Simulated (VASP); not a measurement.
An input for Ansatz (written as the equivalent of a VASP run, and not itself run):

Ansatz 0.2 input:
```yaml
crystal:
  lattice:
    - [0.0000000, 1.9527940, 1.9527940]
    - [1.9527940, 0.0000000, 1.9527940]
    - [1.9527940, 1.9527940, 0.0000000]
  atoms:
    - { symbol: Al, position: [0.0000000, 0.0000000, 0.0000000] }
kpoints:
  mp_grid: { grid: [16, 16, 16] }
hamiltonian:
  xc: pbe
  pseudopotentials: { kind: paw }
scf:
  occupations: { method: methfessel_paxton, width: 0.1 }
  max_iter: 100
relax:
  max_steps: 40
  f_tol: 0.02
  cell: { p_target: 10 }
output: { forces: true, stress: true, eigenvalues: true }
```

Problem. Translate this input to VASP (INCAR, KPOINTS, POSCAR, choice of POTCAR).

Solution. This is not unique; one that fits is 
### POSCAR
```
Al
1
   -0.0000000000     1.9527940330     1.9527940330
    1.9527940330     0.0000000000     1.9527940330
    1.9527940330     1.9527940330     0.0000000000
Al
1
Direct
  0.0000000000   0.0000000000   0.0000000000
```

### INCAR
```
ALGO  =  Normal
PREC  =  Accurate
ENCUT  =  500   ! plane-wave cut-off (eV)
PSTRESS  =  100   ! kbar
LCHARG  =  .False.
SIGMA  =  0.1
LWAVE  =  .False.
NSW  =  40   ! most ionic steps
LREAL  =  .False.
GGA  =  PE
EDIFFG  =  -0.02   ! ionic stop
NELM  =  100   ! most electronic steps
ISIF  =  3
EDIFF  =  1E-6
SYSTEM  =  Al
IBRION  =  2   ! conjugate gradients
LASPH  =  .True.   ! aspherical one-centre terms
ISMEAR  =  1
```

File KPOINTS:
```
Automatic mesh
0
Gamma
16 16 16
0 0 0
```

POTCAR, in this order: Al (PBE.64 set). Program: vasp_std.

Limits of the translation: each code has its own PAW files, so the cut-off isn't converted (ENCUT is set for VASP's; basis.ecutwfc is left out, and Ansatz then takes the one that its files recommend); Ansatz stops its SCF on the density residual and VASP on the energy change (EDIFF).

The compound is Al in the fcc structure. It was relaxed first under an external pressure of 10 GPa.
